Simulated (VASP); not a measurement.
# A VASP study of FeSi2 (Linzhiite) (rev-vdW-DF2 + U): structure first, properties next, part 9 of 10

Wanted: the relaxed cell of FeSi2 (Linzhiite) and its properties. The start is a cell from a database of measured crystal structures.

VASP 6.6.1, plane waves and PAW; the level of theory is named at each step.

Still holding for the runs below: The magnetic order is the lowest of the few collinear ones that converged above; longer or canted patterns were not tried. The cell is doubled for it, so bands and modes from the zone boundary of the chemical cell fold onto Γ and the labels are those of the larger cell. A U on the itinerant d states of such a compound is hard to justify; it moves the bands at the Fermi level and favours large moments.

So far, pressure (GPa): step 2 (magnetic order: ferromagnetic) 12.1; step 7 (full relaxation (rev-vdW-DF2 + U)) 0.0243; step 8 (second relaxation) 0.0346; step 9 (density, ELF and potential (rev-vdW-DF2 + U)) 0.0215; step 10 (bands along the symmetry lines (rev-vdW-DF2 + U)) 0.0260. The relaxed cell has a = 2.746, c = 5.233 Å (conventional setting).

### 11. Density of states (rev-vdW-DF2 + U)

Level of this step: rev-vdW-DF2, DFT+U (Fe d 5 eV), spin-polarised from an antiferromagnetic start; plane waves and PAW (Fe, Si) (VASP).

A density of states needs more k-points than a total energy; ISMEAR = -5 takes tetrahedra, and LORBIT projects the states on the PAW spheres. The mesh is finer than in the run before.

INCAR

```
SYSTEM = FeSi2
PREC = Accurate
ENCUT = 400
EDIFF = 1E-06
NELM = 100
ISMEAR = -5
SIGMA = 0.05
LREAL = .FALSE.
ALGO = Normal
GGA = MK
AGGAC = 0
LUSE_VDW = .TRUE.
PARAM1 = 0.1234
PARAM2 = 0.711357
ZAB_VDW = -1.8867
LASPH = .TRUE.
NBANDS = 35
ISPIN = 2
MAGMOM = 2.139 -2.139 0 0 0 0
LDAU = .TRUE.
LDAUTYPE = 2
LDAUL = 2 -1
LDAUU = 5 0
LDAUJ = 0 0
LDAUPRINT = 1
LMAXMIX = 4
LORBIT = 11
LWAVE = .FALSE.
LCHARG = .FALSE.
KPAR = 8
NEDOS = 2001
```

POSCAR

```
FeSi2
1.0
    5.4929873588      0.0000000000      0.0000000000
    2.7464936794      2.7464936794      0.0000000000
    0.0000000000      0.0000000000      5.2326727379
Fe Si
2 4
Direct
    0.0000000000      0.5000000000      0.0000000000
    0.5000000000      0.5000000000      0.0000000000
    0.0000000000      0.0000000000      0.2754342309
    0.5000000000      0.0000000000      0.2754342309
    0.0000000000      0.0000000000      0.7245657691
    0.5000000000      0.0000000000      0.7245657691
```

KPOINTS

```
Automatic mesh
0
Gamma
12 12 7
0 0 0
```

Potentials, in the order of the species: Fe and Si (PBE family, release 64).

Launch:

```sh
$ mpirun -np 8 vasp_std
```

The log of the run:

```text
[... set-up lines as in an earlier step ...]
 entering main loop
       N       E                     dE             d eps       ncg     rms          rms(c)
DAV:   1     0.169410898131E+03    0.16941E+03   -0.10300E+04 15680   0.744E+02
DAV:   2    -0.114767416095E+02   -0.18089E+03   -0.15924E+03 16059   0.194E+02
DAV:   3    -0.236637396318E+02   -0.12187E+02   -0.11553E+02 19352   0.592E+01
DAV:   4    -0.239504895033E+02   -0.28675E+00   -0.28564E+00 19171   0.860E+00
DAV:   5    -0.239582962984E+02   -0.78068E-02   -0.78116E-02 19860   0.152E+00    0.215E+01
DAV:   6    -0.273900316300E+02   -0.34317E+01   -0.14312E+01 18967   0.766E+01    0.232E+01
DAV:   7    -0.222606566876E+02    0.51294E+01   -0.10565E+01 19851   0.637E+01    0.730E+00
DAV:   8    -0.225689220835E+02   -0.30827E+00   -0.70858E-01 23943   0.580E+00    0.436E+00
DAV:   9    -0.226343953309E+02   -0.65473E-01   -0.94989E-02 25604   0.474E+00    0.191E+00
DAV:  10    -0.226878634460E+02   -0.53468E-01   -0.54472E-02 27233   0.328E+00    0.703E-01
DAV:  11    -0.227157785832E+02   -0.27915E-01   -0.23947E-02 24445   0.117E+00    0.390E-01
DAV:  12    -0.227264560486E+02   -0.10677E-01   -0.76666E-03 24846   0.896E-01    0.294E-01
DAV:  13    -0.227327054873E+02   -0.62494E-02   -0.78961E-03 26054   0.107E+00    0.129E-01
DAV:  14    -0.227336041332E+02   -0.89865E-03   -0.21593E-03 24554   0.338E-01    0.583E-02
DAV:  15    -0.227337457046E+02   -0.14157E-03   -0.15232E-04 23172   0.108E-01    0.295E-02
DAV:  16    -0.227338273486E+02   -0.81644E-04   -0.77504E-05 25104   0.778E-02    0.163E-02
DAV:  17    -0.227338452356E+02   -0.17887E-04   -0.15294E-05 24008   0.267E-02    0.819E-03
DAV:  18    -0.227338522957E+02   -0.70601E-05   -0.11263E-06 12326   0.143E-02    0.296E-03
DAV:  19    -0.227338576232E+02   -0.53275E-05   -0.15141E-06 11198   0.903E-03    0.181E-03
DAV:  20    -0.227338587429E+02   -0.11196E-05   -0.41031E-07  9484   0.514E-03    0.118E-03
DAV:  21    -0.227338876005E+02   -0.28858E-04   -0.91094E-08  9226   0.203E-03    0.445E-04
DAV:  22    -0.227338873873E+02    0.21320E-06   -0.14784E-08  9172   0.117E-03
   1 F= -.22733887E+02 E0= -.22733887E+02  d E =0.000000E+00  mag=     0.0000
 -----------------------------------------------------------------------------
|                                                                             |
|           W    W    AA    RRRRR   N    N  II  N    N   GGGG   !!!           |
|           W    W   A  A   R    R  NN   N  II  NN   N  G    G  !!!           |
|           W    W  A    A  R    R  N N  N  II  N N  N  G       !!!           |
|           W WW W  AAAAAA  RRRRR   N  N N  II  N  N N  G  GGG   !            |
|           WW  WW  A    A  R   R   N   NN  II  N   NN  G    G                |
|           W    W  A    A  R    R  N    N  II  N    N   GGGG   !!!           |
|                                                                             |
|     Tetrahedron method does not include variations of the Fermi             |
|     occupations, so forces and stress will be inaccurate. We suggest        |
|     using a different smearing scheme ISMEAR = 1 or 2 for metals in         |
|     relaxations.                                                            |
|                                                                             |
 -----------------------------------------------------------------------------
```

The job ended after 2.3 min (8 MPI ranks of Intel Xeon 6975P-C (Granite Rapids), shared host; peak memory 5.3 GiB; 18 min of CPU time).

Parts of OUTCAR (step 11):

```text
   k-points           NKPTS =    112   k-points in BZ     NKDIM =    112   number of bands    NBANDS=     35

   NELECT =      32.0000    total number of electrons

atom =   1  type =  1  l = 2

 onsite density matrix

spin component  1

  0.8644  0.0000 -0.0000 -0.0000 -0.0000
  0.0000  0.8820 -0.0000 -0.0000  0.0000
 -0.0000 -0.0000  0.8891  0.0000 -0.0000
 -0.0000 -0.0000  0.0000  0.8820  0.0000
 -0.0000  0.0000 -0.0000  0.0000  0.8675

spin component  2

  0.7833  0.0000 -0.0000 -0.0000 -0.0000
  0.0000  0.6018  0.0000 -0.0000 -0.0000
 -0.0000  0.0000  0.2182 -0.0000 -0.0000
 -0.0000 -0.0000 -0.0000  0.6018 -0.0000
 -0.0000 -0.0000 -0.0000 -0.0000  0.1186

 occupancies and eigenvectors

  o =  0.1186  v =  0.0000  0.0000  0.0000  0.0000  0.0000  0.0000  0.0000  0.0000 -0.0000  1.0000      0.0000  0.0000  0.0000  0.0000  0.0000  0.0000  0.0000  0.0000  0.0000  0.0000
  o =  0.2182  v =  0.0000  0.0000  0.0000  0.0000  0.0000  0.0000 -0.0000  1.0000 -0.0000 -0.0000      0.0000  0.0000  0.0000  0.0000  0.0000  0.0000  0.0000  0.0000  0.0000  0.0000
  o =  0.6018  v =  0.0000  0.0000  0.0000  0.0000  0.0000  0.0000 -0.1606  0.0000 -0.9870 -0.0000      0.0000  0.0000  0.0000  0.0000  0.0000  0.0000  0.0000  0.0000  0.0000  0.0000
  o =  0.6018  v =  0.0000  0.0000  0.0000  0.0000  0.0000  0.0000 -0.9870 -0.0000  0.1606  0.0000      0.0000  0.0000  0.0000  0.0000  0.0000  0.0000  0.0000  0.0000  0.0000  0.0000
  o =  0.7833  v =  0.0000  0.0000  0.0000  0.0000  0.0000  1.0000  0.0000  0.0000  0.0000  0.0000      0.0000  0.0000  0.0000  0.0000  0.0000  0.0000  0.0000  0.0000  0.0000  0.0000
  o =  0.8644  v =  1.0000  0.0000  0.0000  0.0000  0.0000  0.0000  0.0000  0.0000  0.0000  0.0000      0.0000  0.0000  0.0000  0.0000  0.0000  0.0000  0.0000  0.0000  0.0000  0.0000
  o =  0.8675  v =  0.0000  0.0000 -0.0000  0.0000 -1.0000  0.0000  0.0000  0.0000  0.0000  0.0000      0.0000  0.0000  0.0000  0.0000  0.0000  0.0000  0.0000  0.0000  0.0000  0.0000
  o =  0.8820  v =  0.0000 -0.1079  0.0000  0.9942  0.0000  0.0000  0.0000  0.0000  0.0000  0.0000      0.0000  0.0000  0.0000  0.0000  0.0000  0.0000  0.0000  0.0000  0.0000  0.0000
  o =  0.8820  v =  0.0000  0.9942 -0.0000  0.1079  0.0000  0.0000  0.0000  0.0000  0.0000  0.0000      0.0000  0.0000  0.0000  0.0000  0.0000  0.0000  0.0000  0.0000  0.0000  0.0000
  o =  0.8891  v =  0.0000 -0.0000 -1.0000  0.0000  0.0000  0.0000  0.0000  0.0000  0.0000  0.0000      0.0000  0.0000  0.0000  0.0000  0.0000  0.0000  0.0000  0.0000  0.0000  0.0000

atom =   2  type =  1  l = 2

 onsite density matrix

spin component  1

  0.7833 -0.0000 -0.0000  0.0000 -0.0000
 -0.0000  0.6018 -0.0000 -0.0000  0.0000
 -0.0000 -0.0000  0.2182  0.0000 -0.0000
  0.0000 -0.0000  0.0000  0.6018  0.0000
 -0.0000  0.0000 -0.0000  0.0000  0.1186

spin component  2

  0.8644  0.0000 -0.0000 -0.0000 -0.0000
  0.0000  0.8820  0.0000  0.0000 -0.0000
 -0.0000  0.0000  0.8891 -0.0000 -0.0000
 -0.0000  0.0000 -0.0000  0.8820  0.0000
 -0.0000 -0.0000 -0.0000  0.0000  0.8675

 occupancies and eigenvectors

  o =  0.1186  v =  0.0000  0.0000  0.0000  0.0000  1.0000  0.0000  0.0000  0.0000  0.0000  0.0000      0.0000  0.0000  0.0000  0.0000  0.0000  0.0000  0.0000  0.0000  0.0000  0.0000
  o =  0.2182  v =  0.0000  0.0000 -1.0000  0.0000  0.0000  0.0000  0.0000  0.0000  0.0000  0.0000      0.0000  0.0000  0.0000  0.0000  0.0000  0.0000  0.0000  0.0000  0.0000  0.0000
  o =  0.6018  v =  0.0000  0.2688  0.0000  0.9632 -0.0000  0.0000  0.0000  0.0000  0.0000  0.0000      0.0000  0.0000  0.0000  0.0000  0.0000  0.0000  0.0000  0.0000  0.0000  0.0000
  o =  0.6018  v =  0.0000 -0.9632 -0.0000  0.2688 -0.0000  0.0000  0.0000  0.0000  0.0000  0.0000      0.0000  0.0000  0.0000  0.0000  0.0000  0.0000  0.0000  0.0000  0.0000  0.0000
  o =  0.7833  v =  1.0000  0.0000  0.0000  0.0000  0.0000  0.0000  0.0000  0.0000  0.0000  0.0000      0.0000  0.0000  0.0000  0.0000  0.0000  0.0000  0.0000  0.0000  0.0000  0.0000
  o =  0.8644  v =  0.0000  0.0000  0.0000  0.0000  0.0000  1.0000  0.0000  0.0000  0.0000  0.0000      0.0000  0.0000  0.0000  0.0000  0.0000  0.0000  0.0000  0.0000  0.0000  0.0000
  o =  0.8675  v =  0.0000  0.0000  0.0000  0.0000  0.0000  0.0000 -0.0000  0.0000 -0.0000  1.0000      0.0000  0.0000  0.0000  0.0000  0.0000  0.0000  0.0000  0.0000  0.0000  0.0000
  o =  0.8820  v =  0.0000  0.0000  0.0000  0.0000  0.0000  0.0000  0.8362 -0.0000 -0.5484 -0.0000      0.0000  0.0000  0.0000  0.0000  0.0000  0.0000  0.0000  0.0000  0.0000  0.0000
  o =  0.8820  v =  0.0000  0.0000  0.0000  0.0000  0.0000  0.0000  0.5484 -0.0000  0.8362  0.0000      0.0000  0.0000  0.0000  0.0000  0.0000  0.0000  0.0000  0.0000  0.0000  0.0000
  o =  0.8891  v =  0.0000  0.0000  0.0000  0.0000  0.0000  0.0000 -0.0000 -1.0000 -0.0000  0.0000      0.0000  0.0000  0.0000  0.0000  0.0000  0.0000  0.0000  0.0000  0.0000  0.0000

 E-fermi :   9.4914

 spin component 1
 k-point     1 :       0.0000    0.0000    0.0000
  band No.  band energies     occupation
    ...
     12       7.0578      1.00000
     13       7.0580      1.00000
     14       7.2650      1.00000
     15       8.8139      1.00000
     16       8.9385      1.05007
     17      11.1009      0.00000
     18      12.0347      0.00000
     19      12.0349      0.00000
     20      12.1455      0.00000
     21      12.2188      0.00000
    ...

 k-point     2 :       0.0833    0.0000    0.0000
  band No.  band energies     occupation
    ...
     12       6.9784      1.00000
     13       7.0260      1.00000
     14       7.2071      1.00000
     15       8.9797      1.00000
     16       9.1008      1.16012
     17      10.8842      0.00000
     18      11.3970      0.00000
     19      11.4499      0.00000
     20      12.0506      0.00000
     21      12.1492      0.00000
    ...

Total vdW correction in eV:      3.9743839

  Total       -0.1148023     -0.1148023     -0.1250301      0.0000000     -0.0000000      0.0000000
  in kB       -2.3299697     -2.3299697     -2.5375480      0.0000000     -0.0000000      0.0000000
  external PRESSURE =      -2.3991625 kB  Pullay stress =       0.0000000 kB

 POSITION                                       TOTAL-FORCE (eV/Angst)
 -----------------------------------------------------------------------------------
      1.37325      1.37325      0.00000        -0.000000     -0.000000      0.000000
      4.11974      1.37325      0.00000        -0.000000     -0.000000      0.000000
      0.00000      0.00000      1.44126         0.000000      0.000000      0.010459
      2.74649      0.00000      1.44126         0.000000      0.000000      0.010459
      0.00000      0.00000      3.79142        -0.000000      0.000000     -0.010459
      2.74649      0.00000      3.79142        -0.000000     -0.000000     -0.010459
 -----------------------------------------------------------------------------------
    total drift:                                0.000000      0.000000     -0.000000

  FREE ENERGIE OF THE ION-ELECTRON SYSTEM (eV)
  ---------------------------------------------------
  free  energy   TOTEN  =       -22.7338873873 eV

  energy  without entropy=      -22.7338873873  energy(sigma->0) =      -22.73388739

Total vdW correction in eV:      3.9743810

 magnetization (x)
# of ion       s       p       d       tot
------------------------------------------
    1        0.024   0.049   2.059   2.131
    2       -0.024  -0.049  -2.059  -2.131
    3        0.000   0.000   0.000   0.000
    4        0.000   0.000   0.000   0.000
    5        0.000   0.000   0.000   0.000
    6        0.000   0.000   0.000   0.000
--------------------------------------------------
tot          0.000   0.000   0.000   0.000

[... 6 parts as in an earlier step ...]

[... 10 further parts left out ...]
```

With tetrahedra the forces and stress of a metal are not exact derivatives of the energy.

This step gave:

```
SCF cycles             : 22
irreducible k-points   : 112
free energy (TOTEN)    : -22.73 eV
Fermi energy           : 9.491 eV
pressure               : -0.2399 GPa
DOS at the Fermi level : 1.428 states/eV/cell
```

The density of states has structure finer than the step of the table below, so its rows give means over 0.5 eV, whole bins alone (the curve runs from -12.0 to 3.21 eV). Peaks (eV: height): total -5.33: 7.41, -5.18: 8.75, -3.29: 6.50, -2.68: 8.76; Fe d -5.18: 5.40, -4.34: 3.70, -3.29: 3.06, -2.68: 6.16; Si p -5.33: 0.817, -5.18: 0.901, -3.29: 0.999, 2.68: 0.775; Si s -9.71: 0.590, -8.72: 0.597, 0.94: 0.454, 1.54: 0.542; Fe p -5.18: 0.238, -3.29: 0.322, -2.83: 0.219, 1.54: 0.138.

States under -12.0 eV and over 3.2 eV are left out; both spin channels agree and are summed. Table of density of states by energy, zero at the Fermi level; means over each step; values in states/eV/cell:

```csv
energy (eV),total,Fe d,Si p,Si s,Fe p,Fe s
-11.5,0.960,0.0112,0.0372,0.321,0.0385,0.0873
-11.0,1.14,0.0219,0.0503,0.379,0.0530,0.0880
-10.5,1.47,0.0423,0.0693,0.492,0.0786,0.0960
-10.0,1.57,0.0657,0.0671,0.553,0.0969,0.0712
-9.5,1.58,0.111,0.0827,0.531,0.0964,0.0597
-9.0,1.77,0.197,0.101,0.567,0.113,0.0525
-8.5,1.90,0.347,0.115,0.564,0.113,0.0365
-8.0,1.37,0.320,0.107,0.356,0.0569,0.0307
-7.5,1.43,0.360,0.162,0.267,0.0392,0.0611
-7.0,1.45,0.370,0.224,0.141,0.0385,0.0999
-6.5,1.70,0.516,0.276,0.0937,0.0606,0.0988
-6.0,3.13,1.26,0.500,0.0670,0.110,0.0928
-5.5,5.07,2.68,0.645,0.0595,0.141,0.126
-5.0,5.22,2.99,0.614,0.0926,0.135,0.0638
-4.5,4.47,2.66,0.480,0.103,0.106,0.0913
-4.0,4.28,2.31,0.538,0.0899,0.171,0.0819
-3.5,4.57,2.04,0.728,0.108,0.242,0.0697
-3.0,4.42,2.32,0.618,0.0717,0.204,0.0425
-2.5,5.47,3.65,0.504,0.110,0.163,0.0292
-2.0,3.23,1.90,0.352,0.0633,0.106,0.0215
-1.5,1.71,0.786,0.219,0.0322,0.0874,0.0113
-1.0,1.92,0.862,0.213,0.0380,0.101,0.0138
-0.5,1.45,0.670,0.137,0.0358,0.0713,0.0195
0.0,1.34,0.552,0.144,0.122,0.0494,0.0178
0.5,3.15,1.43,0.275,0.236,0.0829,0.0870
1.0,3.60,1.71,0.335,0.316,0.0976,0.0537
1.5,3.98,1.73,0.440,0.376,0.107,0.0443
2.0,3.41,1.33,0.453,0.284,0.0899,0.0446
2.5,3.20,1.16,0.446,0.229,0.0826,0.111
```

The finer mesh and the other smearing move the Fermi level by -0.02 eV from the 8×8×5 run, a small shift, which tests the Fermi level alone. Of the states within 0.3 eV of the Fermi level, the largest shares in the PAW spheres are Fe d 41 %, Si p 11 % and Si s 8 %. The rest lies in smaller channels or between the spheres.

[end of part 9 of 10]

[Lines on the potential files, build, host, timing and source positions are cut from VASP's logs without a mark.]

[Logs are printed without paths, hosts, clocks, repeated set-up lines and the standing remarks that a program may print on its own settings, such as how far it seeks lower states.]

[Hosts, paths, dates, database ids (printed as entryN), source tags and the programs' standing remarks are cut or masked in the printed files.]

[A measured line is paired with the nearest computed mode of its activity, which favours agreement.]
